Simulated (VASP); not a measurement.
```
ReSe2
1.0
    0.00000     3.12048     3.12048
    3.12048     0.00000     3.12048
    3.12048     3.12048     0.00000
Re Se
1 2
Direct
  0.00000   0.00000   0.00000
  0.25000   0.25000   0.25000
  0.75000   0.75000   0.75000
```

The numbers are results of PBE GGA, VASP's PBE PAW potentials (set 64) (plane waves; VASP), not measurements. Settings: 300 eV cut-off, 5×5×5 Γ-centred mesh, Gaussian smearing of 0.27 eV, potentials Re Se.

At this cut-off the stress carries a Pulay error, which pulls relaxed volumes low. Energy and stress use the plane-wave basis of the starting cell.

Q: The ions, cell shape and volume are relaxed. Give the cell that the relaxation ends in.

A: 
```
ReSe2
1.0
    0.00000     3.04698     3.04698
    3.04698     0.00000     3.04698
    3.04698     3.04698     0.00000
Re Se
1 2
Direct
  0.00000   0.00000   0.00000
  0.25000   0.25000   0.25000
  0.75000   0.75000   0.75000
```
Space group Fm-3m (225), at a tolerance of 0.03 Å.

Q: How do energy and volume change from the first to the last step?

A: The energy (σ→0) changes by -41.0 meV/atom and the volume by -6.9 %, in 4 ionic steps.

The structure was generated: ReSe2 was put into an ordered model structure, which need not be its known phase. This run relaxes it. Symmetry was kept, so distortions that lower it aren't found. The k-mesh is coarse (spacing up to 0.36 per Å, 2π included), so the numbers may not be converged in it. The run is one of a series of settings (EDIFFG = -0.01, IBRION = 2, ISIF = 3, NSW = 50 against the base run), some of them coarse on purpose. The electron count is odd and the run is not spin-polarised, which forces a metal.
